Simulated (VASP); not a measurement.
Consider the following.

```xyz
2
Lattice="0.0000 3.3124 3.3124 3.3124 0.0000 3.3124 3.3124 3.3124 0.0000" Properties=species:S:1:pos:R:3 pbc="T T T"
Cd     0.0000     0.0000     0.0000
Te     1.6562     1.6562     1.6562
```

Computed with PBE GGA, VASP's PBE PAW potentials (set 64) (plane waves; VASP). Settings: 520 eV cut-off, 6×6×6 Γ-centred mesh, Gaussian smearing of 0.050 eV, potentials Cd Te.

Unless said otherwise, spin-orbit coupling is left out, though it shifts the bands of the heavy elements here.

Problem. Estimate the energy per atom (σ→0), band gap (on the k-mesh) with the smallest direct gap where there is one.

Solution. 
```json
{
 "band gap (on the k-mesh)": "0.57 eV",
 "smallest direct gap (on the k-mesh)": "0.57 eV",
 "energy per atom (σ→0)": "-2.404 eV/atom"
}
```

Total energies compare only between runs with the same potentials, cut-off and functional.

The compound is CdTe in the zinc blende structure. It was relaxed first, which changed the volume by +7 %.
